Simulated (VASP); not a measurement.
Here is the system:

```
CELL_PARAMETERS angstrom
      1.12620    -1.95063     0.00000
      1.12620     1.95063     0.00000
      0.00000     0.00000     3.53777
ATOMIC_POSITIONS crystal
  Be 0.33333 0.66667 0.25000
  Be 0.66667 0.33333 0.75000
```

Calculation: PBE GGA with D4 dispersion, VASP's PBE PAW potentials (set 64) (plane waves; VASP 6.6.1). Numerical set-up: 520 eV cut-off, Gaussian smearing of 0.050 eV, potentials Be.

### Question
Predict the band gap (along the path) with the smallest direct gap where there is one.

### Answer

band gap (along the path): none (metal, semimetal or under 0.01 eV)

The absolute energy has meaning only against runs of the same code, potentials and settings.

The compound is Be in the hcp structure. It was relaxed first.
